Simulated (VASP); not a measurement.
Data:

```
CELL_PARAMETERS angstrom
      3.04596     0.00000     0.00000
      0.00000     3.04596     0.00000
      0.00000     0.00000     4.29209
ATOMIC_POSITIONS crystal
  Ti 0.50000 0.50000 0.50000
  Ta 0.00000 0.00000 0.00000
  N  0.00000 0.00000 0.50000
  N  0.50000 0.50000 0.00000
```

Calculation: PBEsol GGA, VASP's PBE PAW potentials (set 64) (plane waves; VASP). Run with 520 eV cut-off, 11×11×8 Γ-centred mesh, tetrahedra with Blöchl corrections, potentials Ti_sv Ta_pv N.

The cores are frozen, which limits the accuracy of field gradients.

Question: Give the principal components of the electric field gradient (V/Å²) and the asymmetry η at each nucleus.

Answer: 
```json
[
 {"atom": "Ti1", "Vxx": "-0.2", "Vyy": "-0.2", "Vzz": "0.4", "η": "-"},
 {"atom": "Ta2", "Vxx": "18.6", "Vyy": "18.6", "Vzz": "-37.2", "η": "0.00"},
 {"atom": "N3", "Vxx": "3.1", "Vyy": "3.1", "Vzz": "-6.1", "η": "0.00"},
 {"atom": "N4", "Vxx": "-1.1", "Vyy": "-1.1", "Vzz": "2.3", "η": "0.00"}
]
```

The structure comes from a computed database's TaTiN2 entry (P4/mmm); how it stands against other phases isn't given here. It was relaxed first.
